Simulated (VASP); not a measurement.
```xyz
2
Lattice="1.7850 -3.0917 0.0000 1.7850 3.0917 0.0000 0.0000 0.0000 5.6610" Properties=species:S:1:pos:R:3 pbc="T T T"
Lu     1.7850     1.0306     1.4152
Lu     1.7850    -1.0306     4.2457
```

These are PBE GGA, VASP's PBE PAW potentials (set 64) (plane waves; VASP 6.6.1) values and carry that method's errors. Numerical set-up: 450 eV cut-off, 11×11×6 Γ-centred mesh, first-order Methfessel-Paxton smearing of 0.10 eV, potentials Lu_3.

Give the stress tensor in GPa (positive for a compressed cell).

```
-2.27   0.00   0.00
 0.00  -2.27   0.00
 0.00   0.00  -3.33
```
The pressure is its mean diagonal, -2.62 GPa.

The compound is Lu in the hcp structure. The cell was not relaxed at this level. The run is one of a series of settings (ENCUT = 450 against the base run), some of them coarse on purpose.
